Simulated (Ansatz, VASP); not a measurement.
**Zn37Hg47Te84: VASP beside Ansatz**

One calculation is typed for both programs; each brings its own data sets and cutoff. How far apart do they land? The cell is taken from a series of runs on this material, whose earlier steps may have relaxed or scaled it; both programs get it as it stands.

Calculated with Ansatz 0.2.0; plane waves, with VASP 6.6.1 beside it; single point at PBE.

### Step 1. The starting structure

The cell holds 168 atoms: 37 Zn, 47 Hg and 84 Te. Cell: a = 17.580 Å, b = 17.580 Å, c = 17.580 Å, α = 90.0°, β = 90.0°, γ = 90.0°.

### Step 2. Ansatz: single point, PBE

Ansatz runs on its default PAW (the set named soft_2) files.

A single point gives forces, pressure and levels at one fixed geometry, so differences don't come from the geometry; what else differs is listed under the comparison.

Contents of input.yaml:

```yaml
crystal:
  lattice:
    - [17.5796, 0.0, 0.0]
    - [0.0, 17.5796, 0.0]
    - [0.0, 0.0, 17.5796]
  atoms:
    - { symbol: Zn, position: [0.13442, 0.06482, 0.2123] }
    - { symbol: Zn, position: [0.18033, 0.99925, 0.80959] }
    - { symbol: Zn, position: [0.71224, 0.05762, 0.57142] }
    - { symbol: Zn, position: [0.93577, 0.02959, 0.19035] }
    - { symbol: Zn, position: [0.73938, 0.73968, 0.35369] }
    - { symbol: Zn, position: [0.27456, 0.21928, 0.70702] }
    - { symbol: Zn, position: [0.4656, 0.14921, 0.88005] }
    - { symbol: Zn, position: [0.30851, 0.24121, 0.26312] }
    - { symbol: Zn, position: [0.80273, 0.63542, 0.85278] }
    - { symbol: Zn, position: [0.65504, 0.19713, 0.08864] }
    - { symbol: Zn, position: [0.63032, 0.7201, 0.90038] }
    - { symbol: Zn, position: [0.13137, 0.82119, 0.95181] }
    - { symbol: Zn, position: [0.76007, 0.2084, 0.7142] }
    - { symbol: Zn, position: [0.82554, 0.6667, 0.09185] }
    - { symbol: Zn, position: [0.78431, 0.61197, 0.24226] }
    - { symbol: Zn, position: [0.34134, 0.77936, 0.85482] }
    - { symbol: Zn, position: [0.60521, 0.3469, 0.58084] }
    - { symbol: Zn, position: [0.11836, 0.89201, 0.36633] }
    - { symbol: Zn, position: [0.83074, 0.50007, 0.64202] }
    - { symbol: Zn, position: [0.60411, 0.47672, 0.65126] }
    - { symbol: Zn, position: [0.78565, 0.39457, 0.29047] }
    - { symbol: Zn, position: [0.95266, 0.05022, 0.59992] }
    - { symbol: Zn, position: [0.16823, 0.65174, 0.59896] }
    - { symbol: Zn, position: [0.99577, 0.68848, 0.47868] }
    - { symbol: Zn, position: [0.5198, 0.39508, 0.42442] }
    - { symbol: Zn, position: [0.97102, 0.34601, 0.04758] }
    - { symbol: Zn, position: [0.64271, 0.54657, 0.0986] }
    - { symbol: Zn, position: [0.27789, 0.7556, 0.05131] }
    - { symbol: Zn, position: [0.50128, 0.33087, 0.71704] }
    - { symbol: Zn, position: [0.35215, 0.97575, 0.00821] }
[... 132 atom lines left out ...]
    - { symbol: Te, position: [0.86663, 0.76922, 0.46329] }
    - { symbol: Te, position: [0.41171, 0.90938, 0.46661] }
    - { symbol: Te, position: [0.4408, 0.83099, 0.73326] }
    - { symbol: Te, position: [0.30857, 0.52362, 0.28205] }
    - { symbol: Te, position: [0.91566, 0.95486, 0.04285] }
    - { symbol: Te, position: [0.36162, 0.12742, 0.35051] }
kpoints:
  mp_grid: { grid: [1, 1, 1] }
hamiltonian:
  xc: pbe
scf:
  occupations: { method: fermi_dirac, width: 0.025 }
output:
  forces: true
```

Launch:

```
> ansatz run input.yaml --threads 56 --pin off --max-ram 81920MiB --backend cpu --events-out ev --progress --plain --runs-dir out
```

Numbers of over 12 decimals in the logs are rounded to 6 here.

The program printed:

```text
Engine: ansatz 0.2.0, aarch64-unknown-linux-gnu
Pseudopotentials: kind: paw
Pseudopotential: Zn, paw, valence charge 12, recommended cutoff 420 eV (normal), Zn.paw.azcp
Pseudopotential: Hg, paw, valence charge 20, recommended cutoff 420 eV (normal), Hg.paw.azcp
Pseudopotential: Te, paw, valence charge 16, recommended cutoff 420 eV (normal), Te.paw.azcp
Functional definition: PBE
  parameter kappa = 0.804
  parameter beta = 0.066725
  exchange = pbe_x(kappa = kappa, mu = beta*pi^2/3)
  correlation = pbe_c(beta = beta)
Crystal: 168 atoms, lattice volume = 5432.841 Å³
Basis set: ecut = 420 eV, 106143 PW (Γ), exchange–correlation on 240×240×240 points (8 copies of the dense FFT grid, shifted against one another)
Bands: 1532, of which v1, the nominal top of the filled ones, is band 1364 counted from 1 (1363 counted from 0)
Symmetry: 1 space group operations
Space group: P1 (ITA 1), of the structure as read, at distance tolerance 1.8e-4 Å
k-points: 1
Non-local potential: Zn, projectors of the file, l = 0: 2, l = 1: 2, l = 2: 3, l = 3: 1
Non-local potential: Hg, projectors of the file, l = 0: 3, l = 1: 2, l = 2: 2, l = 3: 1
Non-local potential: Te, projectors of the file, l = 0: 2, l = 1: 2, l = 2: 2, l = 3: 2
PAW form: soft (Blöchl's): semilocal exchange-correlation on the pseudo side does not see the compensation charge
PAW one-centre angular grid: Zn, 590 points (default); XC on 64 Gauss nodes
PAW one-centre angular grid: Hg, 590 points (default); XC on 64 Gauss nodes
PAW one-centre angular grid: Te, 590 points (default); XC on 64 Gauss nodes
Initial density: superposition of atomic densities (neutral atoms: chi_scale 0, normalization atom), corrected by the library's trained network
Initial wavefunctions: pseudopotential atomic-orbital guess
Functional: x = pbe(κ = 0.804, μ = 0.219515), c = pbe(β = 0.066725)
SCF iter   1: F=—  HF=-1358322.609757 eV  |F-HF|=—  |Δ(HF+E_count)|=         —  Δρ=2.89e-3  dr2=3.24e0  ethr=1.77e-3  ⟨swp⟩=6.0  Hψ=5964  notcnv=0  defer=32
preconditioner: auto → LDOS  [metal: Δε(μ)=0.037 eV  Ē_g=8.244 eV  σ=0.025 eV  W_gap=0.35  n_scr=1356 (ndim 8)  ℏωp=19.6 eV  f_vac=0.104  D(μ)=83.09/eV (n_scr^D=436)  β→1.0]
SCF iter   2: F=—  HF=-1358322.506091 eV  |F-HF|=—  |Δ(HF+E_count)|=   1.04e-1  Δρ=1.83e-3  dr2=8.87e-1  ethr=1.19e-4  ⟨swp⟩=3.0  Hψ=2559  notcnv=0  defer=121
SCF iter   3: F=—  HF=-1358322.416166 eV  |F-HF|=—  |Δ(HF+E_count)|=   8.99e-2  Δρ=7.06e-4  dr2=1.00e-1  ethr=3.25e-5  ⟨swp⟩=5.0  Hψ=2624  notcnv=0  defer=121
SCF iter   4: F=—  HF=-1358322.407299 eV  |F-HF|=—  |Δ(HF+E_count)|=   8.87e-3  Δρ=3.86e-4  dr2=1.31e-2  ethr=3.67e-6  ⟨swp⟩=2.0  Hψ=2577  notcnv=0  defer=121
SCF iter   5: F=—  HF=-1358322.405075 eV  |F-HF|=—  |Δ(HF+E_count)|=   2.22e-3  Δρ=1.61e-4  dr2=2.24e-3  ethr=4.81e-7  ⟨swp⟩=2.0  Hψ=2084  notcnv=0  defer=121
SCF iter   6: F=—  HF=-1358322.404502 eV  |F-HF|=—  |Δ(HF+E_count)|=   5.73e-4  Δρ=5.06e-5  dr2=4.50e-4  ethr=8.22e-8  ⟨swp⟩=2.0  Hψ=2551  notcnv=0  defer=121
SCF iter   7: F=—  HF=-1358322.404653 eV  |F-HF|=—  |Δ(HF+E_count)|=   1.51e-4  Δρ=2.36e-5  dr2=9.04e-5  ethr=1.65e-8  ⟨swp⟩=2.0  Hψ=2441  notcnv=0  defer=121
SCF iter   8: F=—  HF=-1358322.403302 eV  |F-HF|=—  |Δ(HF+E_count)|=   1.35e-3  Δρ=1.30e-5  dr2=1.76e-5  ethr=3.31e-9  ⟨swp⟩=2.0  Hψ=2586  notcnv=0  defer=121
SCF iter   9: F=—  HF=-1358322.403300 eV  |F-HF|=—  |Δ(HF+E_count)|=   1.96e-6  Δρ=6.96e-6  dr2=5.16e-6  ethr=6.45e-10  ⟨swp⟩=2.0  Hψ=2075  notcnv=0  defer=121
SCF iter  10: F=—  HF=-1358322.403299 eV  |F-HF|=—  |Δ(HF+E_count)|=   5.53e-7  Δρ=2.74e-6  dr2=1.12e-6  ethr=1.89e-10  ⟨swp⟩=2.0  Hψ=2075  notcnv=0  defer=121
SCF iter  11: F=—  HF=-1358322.403299 eV  |F-HF|=—  |Δ(HF+E_count)|=   4.35e-8  Δρ=1.29e-6  dr2=2.25e-7  ethr=4.12e-11  ⟨swp⟩=2.0  Hψ=2586  notcnv=0  defer=121
SCF iter  12: F=-1358322.403299 eV  HF=-1358322.403299 eV  |F-HF|=5.10e-8  |Δ(HF+E_count)|=   3.03e-9  Δρ=7.54e-7  dr2=6.11e-8  ethr=3.67e-12  ⟨swp⟩=4.0  Hψ=3793  notcnv=0
SCF 1 converged in 12 iterations: F = -1358322.403299 eV  dr2 = 6.11e-8
  greatest PAW one-centre occupation: 1.000 electrons in one spin orbital (limit 2), on the Hg atom at site 76 (counted from 0), in its partial waves of l = 0
SCF converged after 12 iterations
Free energy (F): -1358322.403299 eV
Harris-Foulkes:  -1358322.403299 eV  (|F-HF|=5.10e-8)
Internal energy: -1358322.194554 eV  (E = F + TS)
E sigma→0 (E₀):  -1358322.298927 eV
Entropy (-TS):   -0.208745 eV (-1.243 meV/atom)
Fermi energy:    7.853927 eV
--- Per-component energies (eV) ---
  E_band       = -47070.195487
  E_kinetic    = 48303.777059
  E_local      = -362624.285247  (includes V_loc(G=0)·N_el)
  E_nonlocal   = 42.031644
  E_hartree    = 178724.655333
  E_xc         = -25790.853326
  E_vxc        = -22874.188917  (∫ρ·V_xc dr)
  E_paw        = -926653.811075  (= ΣΔE_a)
  E_vpaw       = -67366.862490  (= ΣTr[D̂ρ^β])
[...]
atom   4  Zn     0.01136148    -0.58631587     0.17309987
  atom   5  Zn     0.67510171    -0.06934380     0.28886137
  atom   6  Zn     0.10482193     0.23187105    -0.44709432
  atom   7  Zn    -0.29354605    -0.21689486    -0.18562361
  atom   8  Zn    -0.19068522    -0.07946318     0.42184414
  atom   9  Zn     0.60035333     0.15870294     0.32714273
  atom  10  Zn    -0.14828894     0.02904605     0.42937474
  atom  11  Zn    -0.26157926     0.33200360    -0.11862556
  atom  12  Zn     0.47032046     0.46275005     0.29273496
  atom  13  Zn    -0.14222941     0.18581149     0.21507818
  atom  14  Zn     0.81952312     0.79283011     0.17096720
  atom  15  Zn     1.14762315     1.24803672    -0.01034731
  atom  16  Zn     1.79047281    -2.06272326    -2.50051281
  atom  17  Zn    -0.00685020     0.29624809    -0.12972141
  atom  18  Zn     0.16313071     0.02889736     0.05475205
  atom  19  Zn    -0.10511182     0.03963890    -0.59398994
  atom  20  Zn     0.20062493     0.50571210    -0.23828550
  atom  21  Zn    -0.19107978     0.23258852    -0.38389959
  atom  22  Zn     0.06229833    -0.27881558    -0.03566290
  atom  23  Zn     0.11443833     0.06142413     0.05522270
  atom  24  Zn    -0.08940649    -0.02201301     0.02765903
  atom  25  Zn    -0.31980060    -0.01525392     0.53226401
  atom  26  Zn    -0.26740041    -3.62506465     0.91857990
  atom  27  Zn    -0.20781549    -0.17076743    -0.44852278
[...]
atom 161  Te     0.22449324    -0.23447551     0.82328751
  atom 162  Te    -0.25309780     0.18598169     0.14683879
  atom 163  Te    -0.56067358    -0.45281222    -0.29190999
  atom 164  Te     0.17761168    -0.27859131    -0.17591792
  atom 165  Te    -0.26083852    -0.53585608     0.18575394
  atom 166  Te     0.38564905     0.22557765    -0.02675243
  atom 167  Te    -0.04426659     0.07964984     0.55256939
  atom 168  Te     0.60613772     0.04634931     0.47281517
  max |Σ_I F_I| component: 3.26e-5 eV/Å
```

### Step 3. VASP: single point, PBE

The same cell, functional, mesh and smearing now go to VASP, with its own data sets and cutoff.

Lines of VASP's logs that name or quote its potential files are left out, and so is its time.

Contents of INCAR:

```
SYSTEM = Zn37Hg47Te84
PREC = Accurate
ENCUT = 400
EDIFF = 1E-05
NELM = 100
ISMEAR = -1
SIGMA = 0.025
LREAL = Auto
ALGO = Fast
GGA = PE
NBANDS = 876
LORBIT = 11
LWAVE = .FALSE.
LCHARG = .FALSE.
ISIF = 2
```

Contents of POSCAR:

```
Zn37Hg47Te84
1.0
   17.5796000000      0.0000000000      0.0000000000
    0.0000000000     17.5796000000      0.0000000000
    0.0000000000      0.0000000000     17.5796000000
Zn Hg Te
37 47 84
Direct
    0.1344200000      0.0648200000      0.2123000000
    0.1803300000      0.9992500000      0.8095900000
    0.7122400000      0.0576200000      0.5714200000
    0.9357700000      0.0295900000      0.1903500000
    0.7393800000      0.7396800000      0.3536900000
    0.2745600000      0.2192800000      0.7070200000
    0.4656000000      0.1492100000      0.8800500000
    0.3085100000      0.2412100000      0.2631200000
    0.8027300000      0.6354200000      0.8527800000
    0.6550400000      0.1971300000      0.0886400000
    0.6303200000      0.7201000000      0.9003800000
    0.1313700000      0.8211900000      0.9518100000
    0.7600700000      0.2084000000      0.7142000000
    0.8255400000      0.6667000000      0.0918500000
    0.7843100000      0.6119700000      0.2422600000
    0.3413400000      0.7793600000      0.8548200000
    0.6052100000      0.3469000000      0.5808400000
    0.1183600000      0.8920100000      0.3663300000
    0.8307400000      0.5000700000      0.6420200000
    0.6041100000      0.4767200000      0.6512600000
    0.7856500000      0.3945700000      0.2904700000
    0.9526600000      0.0502200000      0.5999200000
    0.1682300000      0.6517400000      0.5989600000
    0.9957700000      0.6884800000      0.4786800000
    0.5198000000      0.3950800000      0.4244200000
    0.9710200000      0.3460100000      0.0475800000
    0.6427100000      0.5465700000      0.0986000000
    0.2778900000      0.7556000000      0.0513100000
    0.5012800000      0.3308700000      0.7170400000
    0.3521500000      0.9757500000      0.0082100000
[... 132 atom lines left out ...]
    0.8666300000      0.7692200000      0.4632900000
    0.4117100000      0.9093800000      0.4666100000
    0.4408000000      0.8309900000      0.7332600000
    0.3085700000      0.5236200000      0.2820500000
    0.9156600000      0.9548600000      0.0428500000
    0.3616200000      0.1274200000      0.3505100000
```

Contents of KPOINTS:

```
Automatic mesh
0
Gamma
1 1 1
0 0 0
```

Potentials, in the order of the species: Zn, Hg and Te (PBE family, release 64).

Launch:

```
> export OMP_NUM_THREADS=5
> mpirun -np 1 vasp_gam
```

The program printed:

```text
[banner, memory and clock lines left out]
running    1 mpi-ranks, on    1 nodes
[...]
Offloading initialized ...    1 GPUs detected
[...]
LDA part: xc-table for (Slater+PW92), standard interpolation
 POSCAR, INCAR and KPOINTS ok, starting setup
[...]
entering main loop
       N       E                     dE             d eps       ncg     rms          rms(c)
DAV:   1     0.139532381001E+05    0.13953E+05   -0.61399E+05  1752   0.148E+03
DAV:   2     0.162108736694E+04   -0.12332E+05   -0.11971E+05  1840   0.400E+02
DAV:   3    -0.152804604593E+03   -0.17739E+04   -0.16905E+04  1924   0.147E+02
DAV:   4    -0.296257846920E+03   -0.14345E+03   -0.13552E+03  1928   0.381E+01
[...]
RMM:  18    -0.282517880714E+03    0.35306E-04   -0.15025E-04  1626   0.103E-02    0.358E-02
RMM:  19    -0.282517848453E+03    0.32261E-04   -0.44760E-05  1419   0.615E-03    0.212E-02
RMM:  20    -0.282517840314E+03    0.81389E-05   -0.15418E-05  1239   0.367E-03
   1 F= -.28251784E+03 E0= -.28241258E+03  d E =-.210524E+00
```

Parts of OUTCAR (step 3):

```text
  FREE ENERGIE OF THE ION-ELECTRON SYSTEM (eV)
  ---------------------------------------------------
  free  energy   TOTEN  =      -282.5178403137 eV

  energy  without entropy=     -282.3073163723  energy(sigma->0) =     -282.41257834

[... 1 further part left out ...]
```

The gap is under twice the smearing width, so the edge states are partly filled and the run can't tell a small gap from a semimetal.

### Step 4. Differences

Known differences besides the PAW data sets themselves: the data sets hold 2728 valence electrons in Ansatz (default PAW (the set named soft_2) files) and 1512 in VASP; the cutoff is 420 eV in Ansatz and 400 eV in VASP (PREC = Accurate, projectors in real space); VASP leaves aspherical gradient terms in its spheres out (LASPH is not set), Ansatz keeps them. Total energies have different zeros and are not compared.

Forces on 10 of the 168 atoms, picked by the larger force of the two programs (eV/Å; atoms numbered as in POSCAR):

| atom | Ansatz x, y, z | VASP x, y, z |
| --- | --- | --- |
| Zn16 | 1.790, -2.063, -2.501 | 1.809, -2.094, -2.541 |
| Zn26 | -0.267, -3.625, 0.919 | -0.251, -3.812, 0.955 |
| Hg44 | -2.256, -1.579, -0.222 | -2.292, -1.633, -0.234 |
| Hg49 | -1.908, -2.120, -1.067 | -1.905, -2.167, -1.097 |
| Hg58 | -0.112, 3.475, -0.781 | -0.128, 3.660, -0.815 |
| Hg78 | 0.473, 1.928, -0.936 | 0.491, 1.970, -0.948 |
| Te99 | -1.705, 1.545, 1.685 | -1.733, 1.577, 1.707 |
| Te107 | 1.649, 0.897, 1.226 | 1.688, 0.911, 1.253 |
| Te127 | 1.946, 1.242, 0.230 | 1.987, 1.302, 0.225 |
| Te139 | 0.743, -1.788, 0.444 | 0.747, -1.814, 0.440 |

The forces differ by 19 meV/Å r.m.s., which is 2.9 % of the r.m.s. force of 0.65 eV/Å (both taken over all components).

### Step 5. Outcome

| Property | Result |
| --- | --- |
| r.m.s. force difference (single point, PBE) | 2.9 % of the r.m.s. force |

The r.m.s. force difference is 2.9 % of the r.m.s. force (single point, PBE), at about the 3 % picked in this series as the mark of a large difference. Differences of this kind measure data sets and numerical settings, not the functional's error against experiment.

[Lines on the potential files, build, host, timing and source positions are cut from VASP's logs without a mark.]

[Logs are printed without paths, hosts, clocks, repeated set-up lines and the standing remarks that a program may print on its own settings, such as how far it seeks lower states.]

[Hosts, paths, dates, database ids (printed as entryN), source tags and the programs' standing remarks are cut or masked in the printed files.]
